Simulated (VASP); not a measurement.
Data:

```
CELL_PARAMETERS angstrom
      2.50774     0.00000     0.00000
     -1.25387     2.17177     0.00000
      0.00000     0.00000     4.15115
ATOMIC_POSITIONS crystal
  Cu 0.33333 0.66667 0.25000
  Cu 0.66667 0.33333 0.75000
```

All values below come from PBEsol GGA, VASP's PBE PAW potentials (set 64) (plane waves; VASP). Settings: 400 eV cut-off, 15×15×8 Γ-centred mesh, first-order Methfessel-Paxton smearing of 0.10 eV, potentials Cu.

**Question.** What does the run give for the energy per atom (σ→0), band gap (on the k-mesh) with the smallest direct gap where there is one?

**Answer.** 
| Item | Value |
|---|---|
| band gap (on the k-mesh) | none (metal, semimetal or under 0.01 eV) |
| energy per atom (σ→0) | -4.303 eV/atom |

The structure was generated: Cu was put into the hcp type (P6_3/mmc), which need not be its known phase. It was relaxed first. The start is the result of an earlier pass.
